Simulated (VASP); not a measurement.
Wanted: the native input for a VASP 6.6.1 run.

```yaml
Task: relaxation of cell and atoms
Functional: rev-vdW-DF2
Potentials_or_basis: VASP PAW PBE potentials, release 64 (Ti_sv, Te)
Cutoff: 600 eV
k_mesh: 12 × 12 × 6
Occupations: methfessel-paxton, width 0.1 eV
Spin: no spin polarisation
Further_INCAR_settings: ALGO = Normal; EDIFF = 1e-07; IBRION = 2; EDIFFG = -0.005; NSW = 90; ISIF = 3
```

The structure of TiTe2 lies in POSCAR:

```
TiTe2                                   
1.0
    3.7522968841      0.0000000000      0.0000000000
   -1.8761484421      3.2495844241      0.0000000000
    0.0000000000      0.0000000000      6.5272804599
  Ti              Te            
     1     2
Direct
     0.0000000000000000    0.0000000000000000    0.0000000000000000
     0.6666666699999979    0.3333333300000021    0.2637529698516102
     0.3333333300000021    0.6666666699999979    0.7362470301483898
```

These files were run (other wordings do the same):

INCAR

```
AGGAC = 0.0
ALGO = Normal
EDIFF = 1E-7
EDIFFG = -0.005
ENCUT = 600
GGA = MK
IBRION = 2
ISIF = 3
ISMEAR = 1
LASPH = T
LCHARG = F
LREAL = F
LUSE_VDW = T
LWAVE = F
NELM = 80
NSW = 90
PARAM1 = 0.1234
PARAM2 = 0.711357
PREC = Accurate
SIGMA = 0.1
ZAB_VDW = -1.8867
```

KPOINTS

```
k-points
0
Gamma
  12 12 6
```

Potentials or basis: VASP PAW PBE potentials, release 64 (Ti_sv, Te).

Launch:

```sh
$ cat potpaw_PBE.64/Ti_sv/POTCAR potpaw_PBE.64/Te/POTCAR > POTCAR
$ mpirun -np 1 vasp_std > vasp.out
```

It gave:

The relaxed volume is 26.51 Å³/atom and the relaxed cell is a = 3.752 Å, b = 3.752 Å, c = 6.522 Å, α = 90.00°, β = 90.00°, γ = 120.00°. The space group after relaxing (to 0.05 Å) is P-3m1 (No. 164) and the energy gained by relaxing is 0.0 meV/atom. The ionic steps are 3. The pressure after relaxing is 0.0 GPa, the largest force after relaxing is 0.005 eV/Å and the band gap on the k mesh is none (metal or under the smearing width).

Caveat: the PAW data sets were made with another functional, which shifts forces and pressure a little.

Wall time 7.7 min on 1 thread of Intel(R) Xeon(R) Platinum 8259CL CPU @ 2.50GHz (Skylake/Cascade Lake) (shared host), peak memory 0.61 GiB.
